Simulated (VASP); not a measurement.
Method: PBE GGA with D3 dispersion (Becke-Johnson damping), VASP's PBE PAW potentials (set 64) (plane waves; VASP).

The input files of a VASP run:

### POSCAR
```
Rh
1.9153160
  0.0000000000   0.9999998461   0.9999998461
  0.9999998461   0.0000000000   0.9999998461
  0.9999998461   0.9999998461   0.0000000000
Rh
1
Cart
  0.0000000000   0.0000000000   0.0000000000
```

INCAR:
```
SYSTEM = Rh
PREC = Accurate; ENCUT = 520; LREAL = .FALSE.
LASPH = .TRUE.
EDIFF = 1E-7; NELM = 100; ALGO = Normal
LMAXMIX = 4
ISMEAR = 1; SIGMA = 0.1
GGA = PE; IVDW = 12
ISIF = 2
LWAVE = .FALSE.; LCHARG = .FALSE.
```

File KPOINTS:
```
Automatic mesh
0
Gamma
16 16 16
0 0 0
```

POTCAR, in this order: Rh_pv (PBE.64 set). Program: vasp_std.

The resulting files:

**OSZICAR**
```
       N       E                     dE             d eps       ncg     rms          rms(c)
DAV:   1     0.114999502779E+03    0.11500E+03   -0.93783E+03  3214   0.144E+03
DAV:   2    -0.620016475306E+01   -0.12120E+03   -0.11619E+03  3259   0.388E+02
DAV:   3    -0.774872950885E+01   -0.15486E+01   -0.15234E+01  3676   0.492E+01
DAV:   4    -0.775791560959E+01   -0.91861E-02   -0.91842E-02  3493   0.393E+00
DAV:   5    -0.775805798934E+01   -0.14238E-03   -0.14238E-03  3631   0.463E-01    0.960E+00
DAV:   6    -0.727614542245E+01    0.48191E+00   -0.11768E+00  3331   0.160E+01    0.330E+00
DAV:   7    -0.726117756477E+01    0.14968E-01   -0.19515E-02  3553   0.177E+00    0.162E+00
DAV:   8    -0.725777079790E+01    0.34068E-02   -0.31858E-03  3328   0.898E-01    0.165E-01
DAV:   9    -0.725767094293E+01    0.99855E-04   -0.82867E-05  3694   0.150E-01    0.158E-02
DAV:  10    -0.725767481524E+01   -0.38723E-05   -0.35572E-06  3463   0.278E-02    0.226E-03
DAV:  11    -0.725767483664E+01   -0.21399E-07   -0.24666E-07  3568   0.702E-03
   1 F= -.78904196E+01 E0= -.78903302E+01  d E =-.268246E-03
```

File OUTCAR:
```
------------------------ aborting loop because EDIFF is reached ----------------------------------------
 Edisp (eV)   -0.63274
  FORCE on cell =-STRESS in cart. coord.  units (eV):
  Direction    XX          YY          ZZ          XY          YZ          ZX
  --------------------------------------------------------------------------------------
  Total      -0.66883    -0.66883    -0.66883     0.00000     0.00000     0.00000
  in kB     -76.25596   -76.25596   -76.25596     0.00000     0.00000     0.00000
  external pressure =      -76.26 kB  Pullay stress =        0.00 kB
  volume of cell :       14.05
      direct lattice vectors                 reciprocal lattice vectors
     0.000000000  1.915315705  1.915315705    -0.261053569  0.261053569  0.261053569
     1.915315705  0.000000000  1.915315705     0.261053569 -0.261053569  0.261053569
     1.915315705  1.915315705  0.000000000     0.261053569  0.261053569 -0.261053569
 POSITION                                       TOTAL-FORCE (eV/Angst)
 -----------------------------------------------------------------------------------
      0.00000      0.00000      0.00000        -0.000000     -0.000000     -0.000000
 -----------------------------------------------------------------------------------
    total drift:                                0.000000      0.000000      0.000000
  FREE ENERGIE OF THE ION-ELECTRON SYSTEM (eV)
  ---------------------------------------------------
  free  energy   TOTEN  =        -7.8904196461 eV

  energy  without entropy=       -7.8901514000  energy(sigma->0) =       -7.89033023
```
(Selected blocks of OUTCAR.)

The compound is Rh in the fcc structure. This cell is one point of a volume scan, at 1.03 of the reference volume.
